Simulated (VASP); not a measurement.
All values below come from PBE GGA, VASP's PBE PAW potentials (set 64) (plane waves; VASP).

VASP ran on this input.

### INCAR
```
SYSTEM  =  CrO2
PREC  =  Accurate; ENCUT  =  400; LREAL  =  .FALSE.
LASPH  =  .TRUE.
EDIFF  =  1E-6; NELM  =  100; ALGO  =  Normal
LMAXMIX  =  4
ISMEAR  =  -1; SIGMA  =  0.05
GGA  =  PE
MAGMOM  =  2*3.0 4*0.0
ISPIN  =  2
ISIF  =  2
LWAVE  =  .FALSE.; LCHARG  =  .FALSE.; LORBIT  =  11
```

POSCAR:
```
CrO2
1
    4.3274080000     0.0000000000     0.0000000000
    0.0000000000     4.3274080000     0.0000000000
    0.0000000000     0.0000000000     2.7868720000
Cr O
2 4
Direct
  0.0000000000   0.0000000000   0.0000000000
  0.5000000000   0.5000000000   0.5000000000
  0.3049600000   0.3049600000   0.0000000000
  0.8049600000   0.1950400000   0.5000000000
  0.1950400000   0.8049600000   0.5000000000
  0.6950400000   0.6950400000   0.0000000000
```

**KPOINTS**
```
Regular mesh
0
gamma
3 3 5
```

POTCAR, in this order: Cr_pv O (PBE.64 set). Program: vasp_std.

Output of the run:

### OSZICAR
```
       N       E                     dE             d eps       ncg     rms          rms(c)
DAV:   1     0.546549652186E+03    0.54655E+03   -0.23357E+04  1116   0.148E+03
DAV:   2    -0.103207163824E+02   -0.55687E+03   -0.52225E+03  1252   0.477E+02
DAV:   3    -0.631979198875E+02   -0.52877E+02   -0.51396E+02  1216   0.153E+02
DAV:   4    -0.645556411078E+02   -0.13577E+01   -0.13473E+01  1347   0.232E+01
DAV:   5    -0.645920740421E+02   -0.36433E-01   -0.36431E-01  1362   0.365E+00    0.495E+01
DAV:   6    -0.545595193142E+02    0.10033E+02   -0.10588E+02  1253   0.977E+01    0.298E+01
DAV:   7    -0.518314704343E+02    0.27280E+01   -0.56910E+01  1294   0.885E+01    0.216E+01
DAV:   8    -0.500936539495E+02    0.17378E+01   -0.46051E+00  1191   0.215E+01    0.801E+00
DAV:   9    -0.498369176192E+02    0.25674E+00   -0.13710E+00  1356   0.120E+01    0.249E+00
DAV:  10    -0.498379474697E+02   -0.10299E-02   -0.18271E-01  1251   0.394E+00    0.136E+00
DAV:  11    -0.498383803264E+02   -0.43286E-03   -0.16748E-02  1521   0.845E-01    0.511E-01
DAV:  12    -0.498372531874E+02    0.11271E-02   -0.50618E-03  1403   0.800E-01    0.172E-01
DAV:  13    -0.498372753680E+02   -0.22181E-04   -0.44260E-04  1376   0.172E-01    0.961E-02
DAV:  14    -0.498372564099E+02    0.18958E-04   -0.13996E-04  1336   0.785E-02    0.308E-02
DAV:  15    -0.498372601306E+02   -0.37207E-05   -0.98727E-06  1315   0.276E-02    0.154E-02
DAV:  16    -0.498372593461E+02    0.78454E-06   -0.18960E-06   978   0.158E-02
   1 F= -.49837259E+02 E0= -.49829343E+02  d E =-.158323E-01  mag=     4.0001
```

File OUTCAR:
```
------------------------ aborting loop because EDIFF is reached ----------------------------------------
  FORCE on cell =-STRESS in cart. coord.  units (eV):
  Direction    XX          YY          ZZ          XY          YZ          ZX
  --------------------------------------------------------------------------------------
  Total        6.5349412      6.5349412     11.3656400      0.0000000      0.0000000      0.0000000
  in kB      200.6224637    200.6224637    348.9247444      0.0000000      0.0000000      0.0000000
  external PRESSURE =     250.0565572 kB  Pullay stress =       0.0000000 kB
  volume of cell :       52.19
      direct lattice vectors                 reciprocal lattice vectors
     4.327408000  0.000000000  0.000000000     0.231085213  0.000000000  0.000000000
     0.000000000  4.327408000  0.000000000     0.000000000  0.231085213  0.000000000
     0.000000000  0.000000000  2.786872000     0.000000000  0.000000000  0.358825235
 POSITION                                       TOTAL-FORCE (eV/Angst)
 -----------------------------------------------------------------------------------
      0.00000      0.00000      0.00000         0.000000      0.000000      0.000000
      2.16370      2.16370      1.39344         0.000000      0.000000      0.000000
      1.31969      1.31969      0.00000        -0.530837     -0.530837     -0.000000
      3.48339      0.84402      1.39344        -0.530837      0.530837      0.000000
      0.84402      3.48339      1.39344         0.530837     -0.530837      0.000000
      3.00772      3.00772      0.00000         0.530837      0.530837      0.000000
 -----------------------------------------------------------------------------------
    total drift:                                0.000000      0.000000      0.000000
  FREE ENERGIE OF THE ION-ELECTRON SYSTEM (eV)
  ---------------------------------------------------
  free  energy   TOTEN  =       -49.8372593461 eV

  energy  without entropy=      -49.8214270396  energy(sigma->0) =      -49.82934319

 total charge

# of ion       s       p       d       tot
------------------------------------------
    1        0.409   6.566   4.182  11.158
    2        0.409   6.566   4.182  11.158
    3        1.602   3.536   0.000   5.138
    4        1.602   3.536   0.000   5.138
    5        1.602   3.536   0.000   5.138
    6        1.602   3.536   0.000   5.138
--------------------------------------------------
tot          7.228  27.276   8.364  42.868

 magnetization (x)

# of ion       s       p       d       tot
------------------------------------------
    1        0.023   0.035   1.965   2.022
    2        0.023   0.035   1.965   2.022
    3       -0.002  -0.036   0.000  -0.038
    4       -0.002  -0.036   0.000  -0.038
    5       -0.002  -0.036   0.000  -0.038
    6       -0.002  -0.036   0.000  -0.038
--------------------------------------------------
tot          0.037  -0.074   3.930   3.893
```
(Selected blocks of OUTCAR.)

At this cut-off the stress carries a Pulay error, which pulls relaxed volumes low. The moments were started parallel, and other spin orders were not tried in this run.

The structure was generated: CrO2 was put into an ordered model structure, which need not be its known phase. The cell was not relaxed at this level, and its volume differs by -5.9 % from the start's. The k-mesh is coarse (spacing up to 0.48 per Å, 2π included), so the numbers may not be converged in it.
